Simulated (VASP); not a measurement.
Given:

```
CELL_PARAMETERS angstrom
      0.00000     2.58000     2.58000
      2.58000     0.00000     2.58000
      2.58000     2.58000     0.00000
ATOMIC_POSITIONS crystal
  Sr 0.00000 0.00000 0.00000
  O  0.50000 0.50000 0.50000
```

Calculation: G0W0 on PBE orbitals, VASP's PBE PAW potentials (set 64) (plane waves; VASP). Run with PREC = Normal, 500 eV cut-off, 4×4×4 Γ-centred mesh, Gaussian smearing of 0.010 eV, potentials Sr_sv_GW O_GW_new.

The mesh is coarse and the basis finite, so the quasiparticle values are not converged.

NBANDS = 160, ENCUTGW = 200 eV, NOMEGA = 64. The PBE levels (eV) that the step starts from are:

```
state                            KS energy  filling
-------------------------------  ---------  -------
k1 (0.00, 0.00, 0.00), band 5       -10.54        2
k1 (0.00, 0.00, 0.00), band 6         3.46        2
k1 (0.00, 0.00, 0.00), band 7         3.46        2
k1 (0.00, 0.00, 0.00), band 8         3.46        2
k1 (0.00, 0.00, 0.00), band 9         7.39        0
k1 (0.00, 0.00, 0.00), band 10        9.69        0
k1 (0.00, 0.00, 0.00), band 11        9.69        0
k1 (0.00, 0.00, 0.00), band 12        9.69        0
k6 (-0.25, 0.25, 0.00), band 5       -9.65        2
k6 (-0.25, 0.25, 0.00), band 6        1.81        2
k6 (-0.25, 0.25, 0.00), band 7        2.47        2
k6 (-0.25, 0.25, 0.00), band 8        3.05        2
k6 (-0.25, 0.25, 0.00), band 9        9.62        0
k6 (-0.25, 0.25, 0.00), band 10      10.35        0
k6 (-0.25, 0.25, 0.00), band 11      11.71        0
k6 (-0.25, 0.25, 0.00), band 12      12.14        0
k7 (0.50, 0.50, 0.00), band 5       -10.90        2
k7 (0.50, 0.50, 0.00), band 6         3.04        2
k7 (0.50, 0.50, 0.00), band 7         3.38        2
k7 (0.50, 0.50, 0.00), band 8         3.38        2
k7 (0.50, 0.50, 0.00), band 9         6.77        0
k7 (0.50, 0.50, 0.00), band 10       11.22        0
k7 (0.50, 0.50, 0.00), band 11       13.61        0
k7 (0.50, 0.50, 0.00), band 12       13.71        0
```

### Question
Give the quasiparticle energies and renormalisation factors Z.

### Answer

| state | QP energy (eV) | Z |
|---|---|---|
| k1 (0.00, 0.00, 0.00), band 5 | -12.88 | 0.79 |
| k1 (0.00, 0.00, 0.00), band 6 | 2.45 | 0.73 |
| k1 (0.00, 0.00, 0.00), band 7 | 2.45 | 0.73 |
| k1 (0.00, 0.00, 0.00), band 8 | 2.45 | 0.73 |
| k1 (0.00, 0.00, 0.00), band 9 | 7.93 | 0.82 |
| k1 (0.00, 0.00, 0.00), band 10 | 10.67 | 0.81 |
| k1 (0.00, 0.00, 0.00), band 11 | 10.67 | 0.81 |
| k1 (0.00, 0.00, 0.00), band 12 | 10.67 | 0.81 |
| k6 (-0.25, 0.25, 0.00), band 5 | -11.66 | 0.74 |
| k6 (-0.25, 0.25, 0.00), band 6 | 0.62 | 0.73 |
| k6 (-0.25, 0.25, 0.00), band 7 | 1.38 | 0.73 |
| k6 (-0.25, 0.25, 0.00), band 8 | 1.95 | 0.74 |
| k6 (-0.25, 0.25, 0.00), band 9 | 10.48 | 0.80 |
| k6 (-0.25, 0.25, 0.00), band 10 | 11.22 | 0.79 |
| k6 (-0.25, 0.25, 0.00), band 11 | 12.84 | 0.80 |
| k6 (-0.25, 0.25, 0.00), band 12 | 13.37 | 0.80 |
| k7 (0.50, 0.50, 0.00), band 5 | -13.24 | 0.78 |
| k7 (0.50, 0.50, 0.00), band 6 | 1.90 | 0.74 |
| k7 (0.50, 0.50, 0.00), band 7 | 2.33 | 0.74 |
| k7 (0.50, 0.50, 0.00), band 8 | 2.33 | 0.74 |
| k7 (0.50, 0.50, 0.00), band 9 | 7.40 | 0.83 |
| k7 (0.50, 0.50, 0.00), band 10 | 12.37 | 0.81 |
| k7 (0.50, 0.50, 0.00), band 11 | 15.10 | 0.80 |
| k7 (0.50, 0.50, 0.00), band 12 | 14.39 | 0.77 |
On the mesh the gap opens from 3.31 to 4.95 eV.

The compound is SrO in the rock salt structure. The cell was not relaxed at this level. The k-mesh is coarse (spacing up to 0.53 per Å, 2π included), so the numbers may not be converged in it.
